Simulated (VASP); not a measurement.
Level of theory: PBE GGA, VASP's PBE PAW potentials (set 64) (plane waves; VASP 6.6.1).

VASP ran on this input.

**INCAR**
```
ALGO = Normal
EDIFF = 1E-6
ENCUT = 400
GGA = PE
ISIF = 2
ISMEAR = 1
LASPH = .TRUE.
LCHARG = .FALSE.
LMAXMIX = 6
LREAL = .FALSE.
LWAVE = .FALSE.
NELM = 100
PREC = Accurate
SIGMA = 0.1
SYSTEM = HfN
```

**POSCAR**
```
HfN
2.30520
  0.0000000000   1.0000000000   1.0000000000
  1.0000000000   0.0000000000   1.0000000000
  1.0000000000   1.0000000000   0.0000000000
Hf N
1 1
Cart
  0.0000000000   0.0000000000   0.0000000000
  1.0000000000   1.0000000000   1.0000000000
```

**KPOINTS**
```
Regular mesh
0
Gamma
12 12 12
```

POTCAR, in this order: Hf_pv N (PBE.64 set). Program: vasp_std.

At this cut-off the stress carries a Pulay error, which pulls relaxed volumes low. Unless said otherwise, spin-orbit coupling is left out, though it shifts the bands of the heavy elements here.

Task: Predict the energy per atom (σ→0), pressure, band gap (on the k-mesh).

Result: 
```yaml
energy per atom (σ→0): -1047.9 kJ/mol of atoms
band gap (on the k-mesh): none (metal, semimetal or under 0.01 eV)
pressure: -15.03 GPa
```

OSZICAR:
```
...
DAV:   7    -0.217507427840E+02    0.90495E-01   -0.70208E-01  1824   0.738E+00    0.250E+01
DAV:   8    -0.217349089952E+02    0.15834E-01   -0.17901E-01  1814   0.377E+00    0.566E+00
DAV:   9    -0.217226674199E+02    0.12242E-01   -0.71843E-02  1842   0.178E+00    0.135E+00
DAV:  10    -0.217222190894E+02    0.44833E-03   -0.29724E-03  1874   0.478E-01    0.192E-01
DAV:  11    -0.217222365319E+02   -0.17442E-04   -0.14892E-04  1957   0.117E-01    0.526E-02
DAV:  12    -0.217222330163E+02    0.35156E-05   -0.20716E-05  1969   0.377E-02    0.204E-02
DAV:  13    -0.217222327770E+02    0.23932E-06   -0.11650E-06  1011   0.107E-02
   1 F= -.21722233E+02 E0= -.21722393E+02  d E =0.479694E-03
```

The compound is HfN in the rock salt structure. The cell was not relaxed at this level. The run is one of a series of settings (ENCUT = 400 against the base run), some of them coarse on purpose. The electron count is odd and the run is not spin-polarised, which forces a metal.
